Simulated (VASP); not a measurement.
Consider the following.

```
CoGa
1.0
    2.83270     0.00000     0.00000
    0.00000     2.83270     0.00000
    0.00000     0.00000     2.83270
Ga Co
1 1
Cartesian
  1.41635   1.41635   1.41635
  0.00000   0.00000   0.00000
```

These are SCAN meta-GGA, VASP's PBE PAW potentials (set 64) (plane waves; VASP 6.6.1) values and carry that method's errors. Run with 520 eV cut-off, 13×13×13 Γ-centred mesh, first-order Methfessel-Paxton smearing of 0.10 eV, potentials Ga_d Co.

What does the run give for the energy per atom (σ→0), band gap (on the k-mesh) with the smallest direct gap where there is one?

The band gap (on the k-mesh) is none (metal, semimetal or under 0.01 eV) and the energy per atom (σ→0) comes out as -17.003 eV/atom.

Only differences to runs with the same potentials and settings are physical.

The compound is CoGa in the CsCl type structure. It was relaxed first. The run is not spin-polarised, so no magnetic state was tried.
